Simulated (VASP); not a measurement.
# VPO5: structure and properties in VASP, part 3 of 9

What structure and properties does PBEsol + D3(BJ) + U give VPO5, and how near are they to the measured ones? The start is a computed cell from the Materials Project.

VASP 6.6.1; PBEsol with D3(BJ), DFT+U (V d 4 eV), spin-polarised from a ferromagnetic start; plane waves and PAW (V_sv, P, O).

So far, gap on the k-mesh (eV): step 2 (full relaxation (PBEsol + D3(BJ) + U)) 2.11.

## (3) Second relaxation

A relaxation keeps the plane waves of the cell it began with, so it is repeated from the new cell, on a basis made for it.

INCAR

```
SYSTEM = VPO5
PREC = Accurate
ENCUT = 520
EDIFF = 1E-06
NELM = 100
ISMEAR = 0
SIGMA = 0.05
LREAL = .FALSE.
ALGO = Normal
GGA = PS
IVDW = 12
NBANDS = 72
ISPIN = 2
MAGMOM = 2 2 0 0 0 0 0 0 0 0 0 0 0 0
LDAU = .TRUE.
LDAUTYPE = 2
LDAUL = 2 -1 -1
LDAUU = 4 0 0
LDAUJ = 0 0 0
LDAUPRINT = 1
LASPH = .TRUE.
LMAXMIX = 4
LORBIT = 11
LWAVE = .FALSE.
LCHARG = .FALSE.
KPAR = 8
IBRION = 2
NSW = 60
ISIF = 3
EDIFFG = -0.01
```

POSCAR

```
VPO5
1.0
    3.6170787136     -3.4514216147     -0.0354071261
    3.6170787136      3.4514216147     -0.0354071261
   -3.3394706028      0.0000000000      6.3583339124
V P O
2 2 10
Direct
    0.4828922169      0.9531911590      0.4687110892
    0.9531911590      0.4828922169      0.9687110892
    0.1368702453      0.8718410873      0.7543018399
    0.8718410873      0.1368702453      0.2543018399
    0.1695887649      0.1664609187      0.9307509595
    0.8463306640      0.8270600026      0.5749556278
    0.8270600026      0.8463306640      0.0749556278
    0.1664609187      0.1695887649      0.4307509595
    0.6389388383      0.1667990418      0.3523395969
    0.8507019923      0.3802284933      0.1677590230
    0.3802284933      0.8507019923      0.6677590230
    0.1667990418      0.6389388383      0.8523395969
    0.3425669985      0.6770575770      0.2591818636
    0.6770575770      0.3425669985      0.7591818636
```

KPOINTS

```
Automatic mesh
0
Gamma
6 6 4
0 0 0
```

PAW data sets: V_sv, P and O (PBE family, release 64).

The run is started by

```console
$ mpirun -np 8 vasp_std
```

What it wrote:

```text
[banner, memory and clock lines left out]
running    8 mpi-ranks, on    1 nodes
 distrk:  each k-point on    1 cores,    8 groups
 distr:  one band on    1 cores,    1 groups

 POSCAR found type information on POSCAR V P O
 POSCAR found :  3 types and      14 ions
 [... a notice as in an earlier step ...]

 [... a notice as in an earlier step ...]

 LDA part: xc-table for (Slater+PW92), standard interpolation
 POSCAR, INCAR and KPOINTS ok, starting setup
 FFT: planning ... GRIDC
 FFT: planning ... GRID_SOFT
 FFT: planning ... GRID
 WAVECAR not read
 entering main loop
       N       E                     dE             d eps       ncg     rms          rms(c)
DAV:   1     0.960702518473E+03    0.96070E+03   -0.53187E+04 14008   0.135E+03
DAV:   2    -0.609605439427E+02   -0.10217E+04   -0.96627E+03 14992   0.391E+02
DAV:   3    -0.134830236246E+03   -0.73870E+02   -0.72998E+02 16008   0.118E+02
DAV:   4    -0.135888620772E+03   -0.10584E+01   -0.10550E+01 16320   0.151E+01
DAV:   5    -0.135901318744E+03   -0.12698E-01   -0.12695E-01 15720   0.168E+00    0.722E+01
DAV:   6    -0.116156648109E+03    0.19745E+02   -0.86136E+01 16376   0.715E+01    0.422E+01
DAV:   7    -0.116061063884E+03    0.95584E-01   -0.72357E+01 14376   0.862E+01    0.366E+01
DAV:   8    -0.109050727943E+03    0.70103E+01   -0.64419E+00 14784   0.180E+01    0.157E+01
DAV:   9    -0.106671250136E+03    0.23795E+01   -0.17780E+00 17632   0.120E+01    0.409E+00
DAV:  10    -0.106676068848E+03   -0.48187E-02   -0.43719E-01 15024   0.314E+00    0.232E+00
DAV:  11    -0.106670178486E+03    0.58904E-02   -0.51032E-02 15896   0.145E+00    0.144E+00
DAV:  12    -0.106673333896E+03   -0.31554E-02   -0.50085E-02 16088   0.125E+00    0.440E-01
DAV:  13    -0.106672353281E+03    0.98061E-03   -0.49230E-03 15552   0.406E-01    0.236E-01
DAV:  14    -0.106672592775E+03   -0.23949E-03   -0.16733E-03 15088   0.228E-01    0.159E-01
DAV:  15    -0.106672746455E+03   -0.15368E-03   -0.24554E-04 17592   0.106E-01    0.750E-02
DAV:  16    -0.106672744509E+03    0.19466E-05   -0.94882E-05 15976   0.543E-02    0.315E-02
DAV:  17    -0.106672748003E+03   -0.34938E-05   -0.25316E-05 15760   0.215E-02    0.130E-02
DAV:  18    -0.106672748792E+03   -0.78961E-06   -0.20342E-06 13752   0.982E-03
   1 F= -.10849966E+03 E0= -.10849966E+03  d E =-.108500E+03  mag=     0.0000
 curvature:   0.00 expect dE= 0.000E+00 dE for cont linesearch  0.000E+00
 trial: gam= 0.00000 g(F)=  0.238E-04 g(S)=  0.166E-05 ort = 0.000E+00 (trialstep = 0.100E+01)
 search vector abs. value=  0.254E-04
 reached required accuracy - stopping structural energy minimisation
```

Run time: 2.2 min. Hardware: 8 MPI ranks of AMD EPYC 9R14 (Zen 4), shared host; peak memory 6.7 GiB.

OUTCAR, selected parts (step 3):

```text
  LATTYP: Found a base centered monoclinic cell.
 ALAT       =     7.2345040148
 B/A-ratio  =     0.9541556982
 C/A-ratio  =     0.9927363004
 COS(beta)  =    -0.4736243376

 Found     47 irreducible k-points:

   ENCUT  =  520.0 eV  38.22 Ry    6.18 a.u.   9.30  9.30 13.35*2*pi/ulx,y,z

   NELECT =      96.0000    total number of electrons

atom =   1  type =  1  l = 2

 onsite density matrix

spin component  1

  0.2101  0.0660  0.0044  0.0420  0.0254
  0.0660  0.2721  0.0536  0.0276  0.0230
  0.0044  0.0536  0.3181  0.0664  0.0225
  0.0420  0.0276  0.0664  0.3782 -0.0000
  0.0254  0.0230  0.0225 -0.0000  0.3051

spin component  2

  0.2102  0.0660  0.0044  0.0420  0.0254
  0.0660  0.2721  0.0536  0.0276  0.0230
  0.0044  0.0536  0.3182  0.0664  0.0225
  0.0420  0.0276  0.0664  0.3783 -0.0000
  0.0254  0.0230  0.0225 -0.0000  0.3051

 occupancies and eigenvectors

  o =  0.1579  v =  0.8049 -0.5158  0.2291 -0.1577 -0.0933  0.0000  0.0000  0.0000  0.0000  0.0000      0.0000  0.0000  0.0000  0.0000  0.0000  0.0000  0.0000  0.0000  0.0000  0.0000
  o =  0.1580  v =  0.0000  0.0000  0.0000  0.0000  0.0000  0.8049 -0.5158  0.2291 -0.1577 -0.0932      0.0000  0.0000  0.0000  0.0000  0.0000  0.0000  0.0000  0.0000  0.0000  0.0000
  o =  0.2661  v = -0.4511 -0.6553  0.3736  0.1090  0.4643  0.0000  0.0000  0.0000  0.0000  0.0000      0.0000  0.0000  0.0000  0.0000  0.0000  0.0000  0.0000  0.0000  0.0000  0.0000
  o =  0.2661  v =  0.0000  0.0000  0.0000  0.0000  0.0000 -0.4511 -0.6553  0.3736  0.1090  0.4643      0.0000  0.0000  0.0000  0.0000  0.0000  0.0000  0.0000  0.0000  0.0000  0.0000
  o =  0.2758  v =  0.2356 -0.1647 -0.7193  0.4142  0.4780  0.0000  0.0000  0.0000  0.0000  0.0000      0.0000  0.0000  0.0000  0.0000  0.0000  0.0000  0.0000  0.0000  0.0000  0.0000
  o =  0.2758  v =  0.0000  0.0000  0.0000  0.0000  0.0000  0.2357 -0.1647 -0.7193  0.4142  0.4779      0.0000  0.0000  0.0000  0.0000  0.0000  0.0000  0.0000  0.0000  0.0000  0.0000
  o =  0.3278  v = -0.1790 -0.3762 -0.1400  0.5386 -0.7188  0.0000  0.0000  0.0000  0.0000  0.0000      0.0000  0.0000  0.0000  0.0000  0.0000  0.0000  0.0000  0.0000  0.0000  0.0000
  o =  0.3278  v =  0.0000  0.0000  0.0000  0.0000  0.0000 -0.1790 -0.3763 -0.1399  0.5386 -0.7188      0.0000  0.0000  0.0000  0.0000  0.0000  0.0000  0.0000  0.0000  0.0000  0.0000
  o =  0.4560  v =  0.2470  0.3685  0.5206  0.7082  0.1750  0.0000  0.0000  0.0000  0.0000  0.0000      0.0000  0.0000  0.0000  0.0000  0.0000  0.0000  0.0000  0.0000  0.0000  0.0000
  o =  0.4561  v =  0.0000  0.0000  0.0000  0.0000  0.0000  0.2470  0.3685  0.5206  0.7082  0.1750      0.0000  0.0000  0.0000  0.0000  0.0000  0.0000  0.0000  0.0000  0.0000  0.0000

atom =   2  type =  1  l = 2

 onsite density matrix

spin component  1

  0.2101  0.0660 -0.0044 -0.0420 -0.0254
  0.0660  0.2721 -0.0536 -0.0276 -0.0230
 -0.0044 -0.0536  0.3181  0.0664  0.0225
 -0.0420 -0.0276  0.0664  0.3782 -0.0000
 -0.0254 -0.0230  0.0225 -0.0000  0.3051

spin component  2

  0.2102  0.0660 -0.0044 -0.0420 -0.0254
  0.0660  0.2721 -0.0536 -0.0276 -0.0230
 -0.0044 -0.0536  0.3182  0.0664  0.0225
 -0.0420 -0.0276  0.0664  0.3783 -0.0000
 -0.0254 -0.0230  0.0225 -0.0000  0.3051

 occupancies and eigenvectors

  o =  0.1579  v =  0.8049 -0.5158 -0.2291  0.1577  0.0933  0.0000  0.0000  0.0000  0.0000  0.0000      0.0000  0.0000  0.0000  0.0000  0.0000  0.0000  0.0000  0.0000  0.0000  0.0000
  o =  0.1580  v =  0.0000  0.0000  0.0000  0.0000  0.0000  0.8049 -0.5158 -0.2291  0.1577  0.0932      0.0000  0.0000  0.0000  0.0000  0.0000  0.0000  0.0000  0.0000  0.0000  0.0000
  o =  0.2661  v = -0.4511 -0.6553 -0.3736 -0.1090 -0.4643  0.0000  0.0000  0.0000  0.0000  0.0000      0.0000  0.0000  0.0000  0.0000  0.0000  0.0000  0.0000  0.0000  0.0000  0.0000
  o =  0.2661  v =  0.0000  0.0000  0.0000  0.0000  0.0000 -0.4511 -0.6553 -0.3736 -0.1090 -0.4643      0.0000  0.0000  0.0000  0.0000  0.0000  0.0000  0.0000  0.0000  0.0000  0.0000
  o =  0.2758  v = -0.2356  0.1647 -0.7193  0.4142  0.4780  0.0000  0.0000  0.0000  0.0000  0.0000      0.0000  0.0000  0.0000  0.0000  0.0000  0.0000  0.0000  0.0000  0.0000  0.0000
  o =  0.2758  v =  0.0000  0.0000  0.0000  0.0000  0.0000 -0.2357  0.1647 -0.7193  0.4142  0.4779      0.0000  0.0000  0.0000  0.0000  0.0000  0.0000  0.0000  0.0000  0.0000  0.0000
  o =  0.3278  v =  0.1790  0.3762 -0.1400  0.5386 -0.7188  0.0000  0.0000  0.0000  0.0000  0.0000      0.0000  0.0000  0.0000  0.0000  0.0000  0.0000  0.0000  0.0000  0.0000  0.0000
  o =  0.3278  v =  0.0000  0.0000  0.0000  0.0000  0.0000  0.1790  0.3763 -0.1399  0.5386 -0.7188      0.0000  0.0000  0.0000  0.0000  0.0000  0.0000  0.0000  0.0000  0.0000  0.0000
  o =  0.4560  v = -0.2470 -0.3685  0.5206  0.7082  0.1750  0.0000  0.0000  0.0000  0.0000  0.0000      0.0000  0.0000  0.0000  0.0000  0.0000  0.0000  0.0000  0.0000  0.0000  0.0000
  o =  0.4561  v =  0.0000  0.0000  0.0000  0.0000  0.0000 -0.2470 -0.3685  0.5206  0.7082  0.1750      0.0000  0.0000  0.0000  0.0000  0.0000  0.0000  0.0000  0.0000  0.0000  0.0000

 E-fermi :   2.4117

 spin component 1
 k-point     1 :       0.0000    0.0000    0.0000
  band No.  band energies     occupation
    ...
     44       1.2811      1.00000
     45       1.3777      1.00000
     46       1.4771      1.00000
     47       1.5913      1.00000
     48       1.9057      1.00000
     49       4.1141      0.00000
     50       4.4217      0.00000
     51       4.7750      0.00000
     52       4.9410      0.00000
     53       5.0508      0.00000
    ...

 k-point     2 :       0.1667    0.0000   -0.0000
  band No.  band energies     occupation
    ...
     44       1.0899      1.00000
     45       1.3883      1.00000
     46       1.5048      1.00000
     47       1.6137      1.00000
     48       1.8564      1.00000
     49       4.1909      0.00000
     50       4.4880      0.00000
     51       4.8054      0.00000
     52       5.0098      0.00000
     53       5.0462      0.00000
    ...

 k-point     3 :       0.3333   -0.0000    0.0000
  band No.  band energies     occupation
    ...
     44       1.0368      1.00000
     45       1.2918      1.00000
     46       1.4507      1.00000
     47       1.6547      1.00000
     48       1.7951      1.00000
     49       4.2538      0.00000
     50       4.6239      0.00000
     51       4.8834      0.00000
     52       5.0464      0.00000
     53       5.0771      0.00000
    ...

 k-point     4 :       0.5000   -0.0000    0.0000
  band No.  band energies     occupation
    ...
     44       0.9972      1.00000
     45       1.3264      1.00000
     46       1.4250      1.00000
     47       1.5402      1.00000
     48       1.8245      1.00000
     49       4.2715      0.00000
     50       4.6723      0.00000
     51       4.9731      0.00000
     52       5.0031      0.00000
     53       5.1161      0.00000
    ...

 Edisp (eV)   -1.82692

  Total       0.00062    -0.00426    -0.01833     0.00000     0.00000     0.00795
  in kB       0.00629    -0.04317    -0.18594     0.00000     0.00000     0.08068
  external pressure =       -0.07 kB  Pullay stress =        0.00 kB

 POSITION                                       TOTAL-FORCE (eV/Angst)
 -----------------------------------------------------------------------------------
      3.62918      1.62320      2.92937         0.001030      0.009377      0.000328
      1.95944     -1.62320      6.10854         0.001030     -0.009377      0.000328
      1.12962      2.53669      4.76039        -0.000576     -0.003259      0.000639
      2.79935     -2.53669      1.58122        -0.000576      0.003259      0.000639
     -1.89270     -0.01080      5.90613         0.001478      0.004076      0.002986
      4.13274     -0.06651      3.59651         0.003870     -0.007083     -0.003546
      5.80247      0.06651      0.41734         0.003870      0.007083     -0.003546
     -0.22296      0.01080      2.72696         0.001478     -0.004076      0.002986
      1.73779     -1.62955      2.21176        -0.002260      0.000495      0.000699
      3.89215     -1.62380      1.02308        -0.000856     -0.000067     -0.002872
      2.22241      1.62380      4.20225        -0.000856      0.000067     -0.002872
      0.06805      1.62955      5.39093        -0.002260     -0.000495      0.000699
      2.82253      1.15447      1.61186        -0.002687     -0.003886      0.001766
      1.15280     -1.15447      4.79103        -0.002687      0.003886      0.001766
 -----------------------------------------------------------------------------------
    total drift:                               -0.000551     -0.000000     -0.000439

  FREE ENERGIE OF THE ION-ELECTRON SYSTEM (eV)
  ---------------------------------------------------
  free  energy   TOTEN  =      -108.4996639403 eV

  energy  without entropy=     -108.4996639403  energy(sigma->0) =     -108.49966394

 total charge
# of ion       s       p       d       tot
------------------------------------------
    1        2.353   6.425   2.924  11.703
    2        2.353   6.425   2.924  11.703
    3        0.907   1.518   0.000   2.425
    4        0.907   1.518   0.000   2.425
    5        1.567   3.579   0.000   5.146
    6        1.563   3.593   0.000   5.156
    7        1.563   3.593   0.000   5.156
    8        1.567   3.579   0.000   5.146
    9        1.565   3.590   0.000   5.156
   10        1.564   3.596   0.000   5.159
   11        1.564   3.596   0.000   5.159
   12        1.565   3.590   0.000   5.156
   13        1.602   3.366   0.000   4.968
   14        1.602   3.366   0.000   4.968
--------------------------------------------------
tot         22.242  51.335   5.848  79.426

 magnetization (x)
# of ion       s       p       d       tot
------------------------------------------
    1       -0.000  -0.000  -0.000  -0.000
    2       -0.000  -0.000  -0.000  -0.000
    3       -0.000  -0.000   0.000  -0.000
    4       -0.000  -0.000   0.000  -0.000
    5        0.000   0.000   0.000   0.000
    6        0.000   0.000   0.000   0.000
    7        0.000   0.000   0.000   0.000
    8        0.000   0.000   0.000   0.000
    9        0.000   0.000   0.000   0.000
   10        0.000   0.000   0.000   0.000
   11        0.000   0.000   0.000   0.000
   12        0.000   0.000   0.000   0.000
   13        0.000   0.000   0.000   0.000
   14        0.000   0.000   0.000   0.000
--------------------------------------------------
tot          0.000   0.000  -0.000   0.000

[... 6 parts as in an earlier step ...]

[... 11 further parts left out ...]
```

Little changed from the start: no atom moved by 0.005 Å and no cell edge by 0.1 %.

This step gave:

```
free energy (TOTEN)             : -108.4997 eV
Fermi energy                    : 2.412 eV
pressure                        : -0.007427 GPa
SCF cycles over all ionic steps : 18
gap on the k-mesh               : 2.112 eV
least direct gap on the k-mesh  : 2.208 eV
```

It ends with a largest force of 0.009 eV/Å and a pressure of -0.01 GPa. The volume moved by under 0.01 %: the run met its threshold at the first step.

(Continued in part 4 of 9.)

[Lines on the potential files, build, host, timing and source positions are cut from VASP's logs without a mark.]

[Logs are printed without paths, hosts, clocks, repeated set-up lines and the standing remarks that a program may print on its own settings, such as how far it seeks lower states.]

[Hosts, paths, dates, database ids (printed as entryN), source tags and the programs' standing remarks are cut or masked in the printed files.]

[A measured line is paired with the nearest computed mode of its activity, which favours agreement.]
